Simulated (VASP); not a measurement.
Output of a VASP run:

**OSZICAR**
```
       N       E                     dE             d eps       ncg     rms          rms(c)
DAV:   1     0.216006261490E+03    0.21601E+03   -0.14569E+04  3784   0.169E+03
DAV:   2    -0.171763480274E+02   -0.23318E+03   -0.22415E+03  3648   0.332E+02
DAV:   3    -0.290239582386E+02   -0.11848E+02   -0.11262E+02  3764   0.103E+02
DAV:   4    -0.291760591320E+02   -0.15210E+00   -0.15175E+00  3982   0.123E+01
DAV:   5    -0.291806192843E+02   -0.45602E-02   -0.45598E-02  4986   0.172E+00    0.204E+01
DAV:   6    -0.265243192743E+02    0.26563E+01   -0.38100E+01  3890   0.981E+01    0.217E+01
DAV:   7    -0.297922274185E+02   -0.32679E+01   -0.24636E+01  4346   0.120E+02    0.273E+01
DAV:   8    -0.248542412187E+02    0.49380E+01   -0.16456E+01  4552   0.548E+01    0.621E+00
DAV:   9    -0.250229073144E+02   -0.16867E+00   -0.68131E-01  4196   0.101E+01    0.325E+00
DAV:  10    -0.249937563710E+02    0.29151E-01   -0.12893E-01  5004   0.860E+00    0.154E+00
DAV:  11    -0.249932735525E+02    0.48282E-03   -0.40938E-02  5486   0.246E+00    0.117E+00
DAV:  12    -0.249958485063E+02   -0.25750E-02   -0.66202E-03  4194   0.203E+00    0.328E-01
DAV:  13    -0.249961557720E+02   -0.30727E-03   -0.20896E-03  5210   0.713E-01    0.735E-02
DAV:  14    -0.249962330197E+02   -0.77248E-04   -0.28445E-04  4886   0.199E-01    0.106E-01
DAV:  15    -0.249962093801E+02    0.23640E-04   -0.95921E-05  4488   0.256E-01    0.205E-02
DAV:  16    -0.249962113162E+02   -0.19361E-05   -0.12787E-05  4856   0.688E-02    0.302E-02
DAV:  17    -0.249962110080E+02    0.30823E-06   -0.33213E-06  2746   0.487E-02
   1 F= -.24996211E+02 E0= -.24996261E+02  d E =0.200446E-03  mag=     4.7816
```

File OUTCAR:
```
------------------------ aborting loop because EDIFF is reached ----------------------------------------
  FORCE on cell =-STRESS in cart. coord.  units (eV):
  Direction    XX          YY          ZZ          XY          YZ          ZX
  --------------------------------------------------------------------------------------
  Total       -0.4376320     -0.4376320     -0.4376320      0.0000000      0.0000000     -0.0000000
  in kB      -15.6723674    -15.6723674    -15.6723674      0.0000000      0.0000000     -0.0000000
  external PRESSURE =     -15.6723674 kB  Pullay stress =       0.0000000 kB
  volume of cell :       44.74
      direct lattice vectors                 reciprocal lattice vectors
     3.550000000  0.000000000  0.000000000     0.281690141  0.000000000  0.000000000
     0.000000000  3.550000000  0.000000000     0.000000000  0.281690141  0.000000000
     0.000000000  0.000000000  3.550000000     0.000000000  0.000000000  0.281690141
 POSITION                                       TOTAL-FORCE (eV/Angst)
 -----------------------------------------------------------------------------------
      0.00000      0.00000      0.00000         0.000000      0.000000      0.000000
      0.00000      1.77500      1.77500         0.000000      0.000000      0.000000
      1.77500      0.00000      1.77500         0.000000      0.000000      0.000000
      1.77500      1.77500      0.00000         0.000000      0.000000      0.000000
 -----------------------------------------------------------------------------------
    total drift:                                0.000000     -0.000000     -0.000000
  FREE ENERGIE OF THE ION-ELECTRON SYSTEM (eV)
  ---------------------------------------------------
  free  energy   TOTEN  =       -24.9962110080 eV

  energy  without entropy=      -24.9964114542  energy(sigma->0) =      -24.99626112

 total charge

# of ion       s       p       d       tot
------------------------------------------
    1        0.472   0.498   6.107   7.077
    2        0.502   0.505   8.319   9.326
    3        0.502   0.505   8.319   9.326
    4        0.502   0.505   8.319   9.326
--------------------------------------------------
tot          1.978   2.013  31.063  35.054

 magnetization (x)

# of ion       s       p       d       tot
------------------------------------------
    1        0.012  -0.001   2.901   2.911
    2       -0.016  -0.045   0.696   0.635
    3       -0.016  -0.045   0.696   0.635
    4       -0.016  -0.045   0.696   0.635
--------------------------------------------------
tot         -0.036  -0.137   4.989   4.816
```
(Selected blocks of OUTCAR.)

POSCAR:
```
Ni3Fe
1
    3.5500000000     0.0000000000     0.0000000000
    0.0000000000     3.5500000000     0.0000000000
    0.0000000000     0.0000000000     3.5500000000
Fe Ni
1 3
Direct
  0.0000000000   0.0000000000   0.0000000000
  0.0000000000   0.5000000000   0.5000000000
  0.5000000000   0.0000000000   0.5000000000
  0.5000000000   0.5000000000   0.0000000000
```

Task: Reconstruct the remaining input files.

Result: This is not unique; one that fits is the input of the run itself, PBE GGA, plane waves, VASP's PBE PAW potentials (set 64).

KPOINTS:
```
Automatic mesh
0
gamma
  8 8 8
0 0 0
```

### INCAR
```
ALGO  =  Normal
EDIFF  =  1E-6
ENCUT  =  400
GGA  =  PE
ISIF  =  2
ISMEAR  =  2
ISPIN  =  2
LASPH  =  .TRUE.
LCHARG  =  .FALSE.
LMAXMIX  =  4
LORBIT  =  10
LREAL  =  .FALSE.
LWAVE  =  .FALSE.
MAGMOM  =  3.0 3*0.7
NELM  =  100
PREC  =  Accurate
SIGMA  =  0.05
SYSTEM  =  Ni3Fe
```

POTCAR, in this order: Fe Ni (PBE.64 set). Program: vasp_std.

The compound is Ni3Fe in the L1_2 structure. The cell was not relaxed at this level. The run is one of a series of settings (ISMEAR = 2, SIGMA = 0.05 against the base run), some of them coarse on purpose.
